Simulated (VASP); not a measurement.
The input files of a VASP run:

**INCAR**
```
ALGO=Normal
EDIFF=1E-6
EDIFFG=-0.02
ENCUT=520
GGA=PE
IBRION=2
ISIF=3
ISMEAR=0
IVDW=12
LASPH=.TRUE.
LCHARG=.FALSE.
LMAXMIX=4
LREAL=.FALSE.
LWAVE=.FALSE.
NELM=100
NSW=60
PREC=Accurate
SIGMA=0.05
SYSTEM=SnO2
```

### KPOINTS
```
Automatic mesh
0
Gamma
4 4 6
0 0 0
```

### POSCAR
```
SnO2
1
    4.7922747742     0.0000000000     0.0000000000
   -0.0000000000     4.7922747742     0.0000000000
    0.0000000000     0.0000000000     3.2399906991
Sn O
2 4
Direct
  0.0000000000   0.0000000000   0.0000000000
  0.5000000000   0.5000000000   0.5000000000
  0.3061405813   0.3061405813   0.0000000000
  0.8061405813   0.1938594187   0.5000000000
  0.1938594187   0.8061405813   0.5000000000
  0.6938594187   0.6938594187   0.0000000000
```

POTCAR, in this order: Sn_d O (PBE.64 set). Program: vasp_std.

Problem. Write an equivalent input for Quantum ESPRESSO's pw.x.

Solution. One equivalent input (not run):
```
&CONTROL
  calculation = 'vc-relax'
  pseudo_dir = './pseudo'
  outdir = './out'
  tprnfor = .true.
  tstress = .true.
  nstep = 60
  forc_conv_thr = 0.00078
/
&SYSTEM
  ibrav = 0
  nat = 6
  ntyp = 2
  ecutwfc = 84
  occupations = 'smearing'
  smearing = 'gaussian'
  degauss = 0.003675
  input_dft = 'pbe'
  vdw_corr = 'grimme-d3'
  dftd3_version = 4
  dftd3_threebody = .false.
/
&ELECTRONS
  conv_thr = 7.3e-08
  electron_maxstep = 100
/
&IONS
/
&CELL
/
ATOMIC_SPECIES
  Sn 118.710 Sn.upf
  O 15.999 O.upf
CELL_PARAMETERS angstrom
     4.7922748    0.0000000    0.0000000
    -0.0000000    4.7922748    0.0000000
     0.0000000    0.0000000    3.2399907
ATOMIC_POSITIONS crystal
  Sn   0.0000000  0.0000000  0.0000000
  Sn   0.5000000  0.5000000  0.5000000
  O    0.3061406  0.3061406  0.0000000
  O    0.8061406  0.1938594  0.5000000
  O    0.1938594  0.8061406  0.5000000
  O    0.6938594  0.6938594  0.0000000
K_POINTS automatic
  4 4 6 0 0 0
```
What does not carry over: the potentials are each code's own (VASP's PAW set, PseudoDojo norm-conserving files in pw.x), so ENCUT and ecutwfc are chosen apart and not converted; conv_thr bounds pw.x's estimated SCF error, while EDIFF bounds the energy change between steps; forc_conv_thr acts on force components and is met together with etot_conv_thr.

The compound is SnO2 in the rutile structure. This run relaxes it. Symmetry was kept, so distortions that lower it aren't found. The start is the result of an earlier pass.
